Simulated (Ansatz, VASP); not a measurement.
# Cross-check of SbAs between VASP and Ansatz, part 2 of 2

One calculation is typed for both programs; each brings its own data sets and cutoff. How far apart do they land? The cell is generated by rule, not measured, and may not be a known phase. The cell is taken from a series of VASP runs on this material, whose earlier steps may have relaxed, scaled or displaced it; both programs get it as it stands.

VASP 6.6.1 and Ansatz 0.2.0.

So far. Step 2 (VASP: band structure, PBEsol): The run ends at a pressure of 12.64 GPa.

## 6. VASP: band structure, PBEsol, spin-orbit coupling

Level of this step: PBEsol, spin-orbit coupling; plane waves and PAW (As, Sb); invented cell (VASP).

The same cell, functional, mesh and smearing now go to VASP, with its own data sets and cutoff.

INCAR reads:

```
SYSTEM = SbAs
PREC = Accurate
ENCUT = 400
EDIFF = 1E-06
NELM = 100
ISMEAR = 0
SIGMA = 0.02
LREAL = .FALSE.
ALGO = Normal
GGA = PS
LNONCOLLINEAR = .TRUE.
MAGMOM = 0 0 0 0 0 0
NBANDS = 22
GGA_COMPAT = .FALSE.
LASPH = .TRUE.
LSORBIT = .TRUE.
LORBIT = 11
LWAVE = .FALSE.
LCHARG = .FALSE.
KPAR = 4
ISIF = 2
```

POSCAR reads:

```
SbAs
1.0
    0.0000000000      3.0137700000      3.0137700000
    3.0137700000      0.0000000000      3.0137700000
    3.0137700000      3.0137700000      0.0000000000
As Sb
1 1
Direct
    0.0000000000      0.0000000000      0.0000000000
    0.2500000000      0.2500000000      0.2500000000
```

KPOINTS reads:

```
Automatic mesh
0
Gamma
8 8 8
0 0 0
```

KPOINTS_OPT reads:

```
Line mode
16
Line-mode
Reciprocal
  0.00000000   0.00000000   0.00000000 GAMMA
  0.50000000   0.00000000   0.50000000 X

  0.50000000   0.00000000   0.50000000 X
  0.50000000   0.25000000   0.75000000 W

  0.50000000   0.25000000   0.75000000 W
  0.37500000   0.37500000   0.75000000 K

  0.37500000   0.37500000   0.75000000 K
  0.00000000   0.00000000   0.00000000 GAMMA

  0.00000000   0.00000000   0.00000000 GAMMA
  0.50000000   0.50000000   0.50000000 L

  0.50000000   0.50000000   0.50000000 L
  0.62500000   0.25000000   0.62500000 U

  0.62500000   0.25000000   0.62500000 U
  0.50000000   0.25000000   0.75000000 W

  0.50000000   0.25000000   0.75000000 W
  0.50000000   0.50000000   0.50000000 L

  0.50000000   0.50000000   0.50000000 L
  0.37500000   0.37500000   0.75000000 K

  0.62500000   0.25000000   0.62500000 U
  0.50000000   0.00000000   0.50000000 X
```

The projector-augmented-wave data sets are As and Sb (PBE family, release 64).

Run with:

```sh
$ mpirun -np 4 vasp_ncl
```

Numbers of over 12 decimals in the logs are rounded to 6 here.

Output:

```text
[banner, memory and clock lines left out]
running    4 mpi-ranks, on    1 nodes
[...]
[... a notice as in an earlier step ...]

 LDA part: xc-table for (Slater+PW92), standard interpolation
 POSCAR, INCAR and KPOINTS ok, starting setup
[...]
entering main loop
       N       E                     dE             d eps       ncg     rms          rms(c)
DAV:   1     0.309334780040E+02    0.30933E+02   -0.30637E+03  1892   0.600E+02
DAV:   2    -0.623926276807E+01   -0.37173E+02   -0.35523E+02  2464   0.117E+02
DAV:   3    -0.863947015481E+01   -0.24002E+01   -0.23704E+01  2420   0.298E+01
DAV:   4    -0.866391156141E+01   -0.24441E-01   -0.24435E-01  2104   0.360E+00
[...]
DAV:  10    -0.855783758634E+01    0.84655E-05   -0.12419E-04  2076   0.763E-02    0.165E-02
DAV:  11    -0.855783383213E+01    0.37542E-05   -0.13278E-05  2124   0.211E-02    0.703E-03
DAV:  12    -0.855783393480E+01   -0.10266E-06   -0.18261E-06  2130   0.759E-03
   1 F= -.85578339E+01 E0= -.85576853E+01  d E =-.297185E-03  mag=    -0.0000    -0.0000    -0.0000
 Start KPOINTS_OPT (optional k-point list driver)
k-point batch [1-43\160]
       N       E                     dE             ncg
DAV:   1     0.140975554030E+04   -0.86634E+04     1892
DAV:   2    -0.575458040376E+02   -0.14673E+04     2582
DAV:   3    -0.144702101979E+03   -0.87156E+02     2412
DAV:   4    -0.145563357568E+03   -0.86126E+00     2238
DAV:   5    -0.145575125816E+03   -0.11768E-01     2362
DAV:   6    -0.145575413600E+03   -0.28778E-03     2268
DAV:   7    -0.145575423466E+03   -0.98653E-05     2218
DAV:   8    -0.145575423799E+03   -0.33305E-06     1588
[...]
k-point batch [130-160\160]
       N       E                     dE             ncg
DAV:   1     0.398130531885E+04   -0.77144E+04     1364
DAV:   2     0.291062804950E+04   -0.10707E+04     1784
DAV:   3     0.284633353677E+04   -0.64295E+02     1842
DAV:   4     0.284571216222E+04   -0.62137E+00     1562
DAV:   5     0.284570396364E+04   -0.81986E-02     1772
DAV:   6     0.284570375610E+04   -0.20753E-03     1552
DAV:   7     0.284570374934E+04   -0.67638E-05     1774
DAV:   8     0.284570374913E+04   -0.20495E-06     1188
```

Parts of OUTCAR (step 6):

```text
  Total        4.3897575      4.3897575      4.3897575      0.0000000     -0.0000000      0.0000000
  in kB      128.4667698    128.4667698    128.4667698      0.0000000     -0.0000000      0.0000000
  external PRESSURE =     128.4667698 kB  Pullay stress =       0.0000000 kB

  FREE ENERGIE OF THE ION-ELECTRON SYSTEM (eV)
  ---------------------------------------------------
  free  energy   TOTEN  =        -8.5578339348 eV

  energy  without entropy=       -8.5575367498  energy(sigma->0) =       -8.55768534

 magnetization (x)
# of ion       s       p       d       tot
------------------------------------------
    1       -0.000  -0.000  -0.000  -0.000
    2       -0.000  -0.000   0.000  -0.000
--------------------------------------------------
tot         -0.000  -0.000   0.000  -0.000

 magnetization (y)
# of ion       s       p       d       tot
------------------------------------------
    1       -0.000   0.000  -0.000   0.000
    2        0.000   0.000   0.000   0.000
--------------------------------------------------
tot         -0.000   0.000  -0.000   0.000

 magnetization (z)
# of ion       s       p       d       tot
------------------------------------------
    1       -0.000   0.000   0.000   0.000
    2       -0.000  -0.000  -0.000  -0.000
--------------------------------------------------
tot         -0.000   0.000  -0.000   0.000

[... 2 parts as in an earlier step ...]

[... 2 further parts left out ...]
[key lines of the parts left out:]
E-fermi :   5.9724
```

The run ends at a pressure of 12.85 GPa.

## 7. Side by side

What differs besides the data sets and the points named for the pairs above, as far as they apply: spin-orbit coupling enters by fully relativistic files in Ansatz and inside the spheres in VASP; the data sets hold 30 valence electrons in Ansatz (fully relativistic PAW (standard-fr) files) and 10 in VASP. Total energies have different zeros and are not compared.

Compared:

| quantity | Ansatz | VASP | difference |
| --- | --- | --- | --- |
| pressure (GPa) | 12.40 | 12.85 | -0.44 |

Levels from 3 eV below to 2 eV above the Fermi level differ by 7 meV r.m.s. and 22 meV at most; each VASP level is matched to the nearest of Ansatz, which flatters the figure a little.

## 8. Summary of results

| Item | Value |
| --- | --- |
| r.m.s. difference of levels near the Fermi level (band structure, PBEsol) | 6.5 meV |
| r.m.s. difference of levels near the Fermi level (band structure, PBEsol, spin-orbit coupling) | 7.0 meV |

**Reading.** The r.m.s. difference of levels near the Fermi level is 7.0 meV (band structure, PBEsol, spin-orbit coupling), within the 80 meV picked in this series as the mark of a large difference. How closely two codes agree says nothing of how well the functional describes the real material.

[Lines on the potential files, build, host, timing and source positions are cut from VASP's logs without a mark.]

[Logs are printed without paths, hosts, clocks, repeated set-up lines and the standing remarks that a program may print on its own settings, such as how far it seeks lower states.]

[Hosts, paths, dates, database ids (printed as entryN), source tags and the programs' standing remarks are cut or masked in the printed files.]
